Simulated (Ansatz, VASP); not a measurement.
# Cross-check of ZnCu between VASP and Ansatz, part 2 of 2

One calculation is typed for both programs; each brings its own data sets. How far apart do they land? The cell is taken from a series of runs on this material, whose earlier steps may have relaxed, scaled, displaced or heated it; both programs get it as it stands.

VASP 6.6.1 and Ansatz 0.2.0.

So far. Step 5 (VASP: single point, PBEsol, pair 2): The run ends at a pressure of 2.93 GPa.

### 6. Ansatz: single point, PBEsol, pair 2

Level of this step: Ansatz beside VASP: Kohn-Sham DFT, plane waves, PBEsol (Ansatz).

The same cell, functional, mesh and smearing now go to Ansatz, which takes its cutoff from its data sets.

The cell is taken from a series of runs on this material, whose earlier steps may have relaxed, scaled, displaced or heated it; both programs get it as it stands.

Contents of input.yaml:

```yaml
crystal:
  lattice:
    - [2.893566027, 0.0, 0.0]
    - [0.0, 2.893566027, 0.0]
    - [0.0, 0.0, 2.893566027]
  atoms:
    - { symbol: Zn, position: [0.5, 0.5, 0.5] }
    - { symbol: Cu, position: [0.0, 0.0, 0.0] }
kpoints:
  mp_grid: { grid: [16, 16, 16] }
hamiltonian:
  xc: pbesol
scf:
  occupations: { method: methfessel_paxton, width: 0.2 }
output:
  forces: true
  stress: true
  eigenvalues: true
```

The run is started by

```bash
ansatz run input.yaml --threads 4 --pin off --max-ram 8192MiB --backend cpu --events-out ev --progress --plain --runs-dir out
```

Numbers of over 12 decimals in the logs are rounded to 6 here.

The program printed:

```text
[...]
Crystal: 2 atoms, lattice volume = 24.227 Å³
Basis set: ecut = 420 eV, 461 PW (Γ), exchange–correlation on 40×40×40 points (8 copies of the dense FFT grid, shifted against one another)
Bands: 20, of which v1, the nominal top of the filled ones, is band 16 counted from 1 (15 counted from 0)
Symmetry: 48 space group operations
[...]
k-points: 165 of 4096
[...]
--- Band table (eV; the first three rows and the last of 165) ---
  k-point 0: bands = [... 12 lower, 12.5421, 12.5421, 12.5421, 21.6682, 21.6682, 21.6682, 26.9065, 26.9065]
  k-point 1: bands = [... 12 lower, 12.5146, 12.5146, 12.5385, 20.9664, 21.7831, 21.7831, 26.9430, 27.3585]
  k-point 2: bands = [... 12 lower, 12.4383, 12.4383, 12.5283, 19.4981, 22.1210, 22.1210, 27.0535, 27.7814]
  k-point 164: bands = [... 12 lower, 12.8179, 12.8179, 19.5369, 19.7560, 19.7560, 19.7560, 20.0219, 20.0219]
[key lines of the parts left out:]
SCF converged after 6 iterations
Free energy (F): -9869.879710 eV
Fermi energy:    15.341104 eV
P = ⅓ Tr σ = 2.1532 GPa (21.532 kbar)
```

The run ends at a pressure of 2.15 GPa.

### 7. Comparison

What differs besides the data sets and the points named for the pairs above, as far as they apply: the data sets hold 31 valence electrons in Ansatz (on its default PAW (the set named soft_2) files) and 23 in VASP. Total energies have different zeros and are not compared.

Both answers:

```
      quantity  Ansatz  VASP  difference
pressure (GPa)    2.15  2.93       -0.78
```

### 8. Ansatz: single point, PBEsol, pair 3

With cell and atoms fixed, the geometry can't cause a difference; cores, projectors, grids and the points listed under the comparison can. The cell compared in this pair holds 24.96 Å³, against 24.23 Å³ for the pair before.

The cell is taken from a series of runs on this material, whose earlier steps may have relaxed, scaled, displaced or heated it; both programs get it as it stands.

input.yaml, the sections that differ from step 6:

```yaml
crystal:
  lattice:
    - [2.9226490413, 0.0, 0.0]
    - [0.0, 2.9226490413, 0.0]
    - [0.0, 0.0, 2.9226490413]
  atoms:
    - { symbol: Zn, position: [0.5, 0.5, 0.5] }
    - { symbol: Cu, position: [0.0, 0.0, 0.0] }
# kpoints, hamiltonian, scf, output: as in step 6
```

The program printed:

```text
[...]
Crystal: 2 atoms, lattice volume = 24.965 Å³
Basis set: ecut = 420 eV, 461 PW (Γ), exchange–correlation on 40×40×40 points (8 copies of the dense FFT grid, shifted against one another)
Bands: 20, of which v1, the nominal top of the filled ones, is band 16 counted from 1 (15 counted from 0)
Symmetry: 48 space group operations
[...]
k-points: 165 of 4096
[...]
--- Band table (eV; the first three rows and the last of 165) ---
  k-point 0: bands = [... 12 lower, 12.0185, 12.0185, 12.0185, 20.9850, 20.9850, 20.9850, 26.1379, 26.1379]
  k-point 1: bands = [... 12 lower, 11.9927, 11.9927, 12.0153, 20.2884, 21.0963, 21.0963, 26.1744, 26.5564]
  k-point 2: bands = [... 12 lower, 11.9208, 11.9208, 12.0062, 18.8373, 21.4240, 21.4240, 26.2852, 26.8910]
  k-point 164: bands = [... 12 lower, 12.2874, 12.2874, 18.7386, 19.1066, 19.1066, 19.1066, 19.3471, 19.3471]
[key lines of the parts left out:]
SCF converged after 6 iterations
Free energy (F): -9869.879840 eV
Fermi energy:    14.750062 eV
P = ⅓ Tr σ = -1.9698 GPa (-19.698 kbar)
```

The run ends at a pressure of -1.97 GPa.

### 9. VASP: single point, PBEsol, pair 3

The same cell, functional, mesh and smearing now go to VASP, with its own data sets.

Contents of INCAR:

```
SYSTEM = ZnCu
PREC = Accurate
ENCUT = 600
EDIFF = 1E-06
NELM = 120
ISMEAR = 1
SIGMA = 0.2
LREAL = .FALSE.
ALGO = Normal
GGA = PS
NBANDS = 17
LASPH = .TRUE.
LORBIT = 11
LWAVE = .FALSE.
LCHARG = .FALSE.
ISIF = 2
GGA_COMPAT = .FALSE.
```

Contents of POSCAR:

```
ZnCu
1.0
    2.9226490413      0.0000000000      0.0000000000
    0.0000000000      2.9226490413      0.0000000000
    0.0000000000      0.0000000000      2.9226490413
Zn Cu
1 1
Direct
    0.5000000000      0.5000000000      0.5000000000
    0.0000000000      0.0000000000      0.0000000000
```

Contents of KPOINTS:

```
Automatic mesh
0
Gamma
16 16 16
0 0 0
```

The projector-augmented-wave data sets are Zn and Cu (PBE family, release 64).

The run is started by

```bash
mpirun -np 1 vasp_std
```

The program printed:

```text
[... set-up lines as in an earlier step ...]
 entering main loop
       N       E                     dE             d eps       ncg     rms          rms(c)
DAV:   1     0.116537797295E+03    0.11654E+03   -0.12560E+04  6026   0.250E+03
DAV:   2    -0.324137622970E+01   -0.11978E+03   -0.11549E+03  5636   0.322E+02
DAV:   3    -0.739932001519E+01   -0.41579E+01   -0.41334E+01  6470   0.770E+01
DAV:   4    -0.743109149292E+01   -0.31771E-01   -0.31762E-01  6760   0.606E+00
[...]
DAV:  10    -0.609298451282E+01    0.33259E-04   -0.78450E-04  8711   0.610E-01    0.484E-02
DAV:  11    -0.609297520556E+01    0.93073E-05   -0.88968E-05  7018   0.293E-01    0.105E-02
DAV:  12    -0.609297480389E+01    0.40167E-06   -0.58373E-06  6524   0.521E-02
   1 F= -.60929748E+01 E0= -.60925442E+01  d E =-.129187E-02
```

From OUTCAR (step 9):

```text
  Total       -0.1990924     -0.1990924     -0.1990924     -0.0000000     -0.0000000      0.0000000
  in kB      -12.7771875    -12.7771875    -12.7771875     -0.0000000     -0.0000000      0.0000000
  external PRESSURE =     -12.7771875 kB  Pullay stress =       0.0000000 kB

 POSITION                                       TOTAL-FORCE (eV/Angst)
 -----------------------------------------------------------------------------------
      1.46132      1.46132      1.46132         0.000000      0.000000      0.000000
      0.00000      0.00000      0.00000         0.000000      0.000000      0.000000
 -----------------------------------------------------------------------------------
    total drift:                                0.000000      0.000000     -0.000000

  FREE ENERGIE OF THE ION-ELECTRON SYSTEM (eV)
  ---------------------------------------------------
  free  energy   TOTEN  =        -6.0929748039 eV

  energy  without entropy=       -6.0916829297  energy(sigma->0) =       -6.09254418

[... 1 part as in an earlier step ...]

[... 2 further parts left out ...]
[key lines of the parts left out:]
E-fermi :   5.5739
```

The run ends at a pressure of -1.28 GPa.

### 10. Comparison

What differs besides the data sets and the points named for the pairs above, as far as they apply: the data sets hold 31 valence electrons in Ansatz (on its default PAW (the set named soft_2) files) and 23 in VASP. Total energies have different zeros and are not compared.

Compared:

```
      quantity  Ansatz   VASP  difference
pressure (GPa)   -1.97  -1.28       -0.69
```

### 11. Results

```yaml
difference_in_pressure_single_point_pbesol_pair_1: -0.82 GPa
difference_in_pressure_single_point_pbesol_pair_2: -0.78 GPa
difference_in_pressure_single_point_pbesol_pair_3: -0.69 GPa
```

In words: The difference in pressure is -0.82 GPa (single point, PBEsol, pair 1), within the 1 GPa picked in this series as the mark of a large difference. The data sets hold unlike numbers of valence electrons (31 in Ansatz and 23 in VASP), so part of the differences comes from the potentials. 2 further runs of this series are not shown here. Such differences can come from data sets, numerical settings and the points named under the comparisons, not from the functional's error against experiment.

[Lines on the potential files, build, host, timing and source positions are cut from VASP's logs without a mark.]

[Logs are printed without paths, hosts, clocks, repeated set-up lines and the standing remarks that a program may print on its own settings, such as how far it seeks lower states.]

[Hosts, paths, dates, database ids (printed as entryN), source tags and the programs' standing remarks are cut or masked in the printed files.]
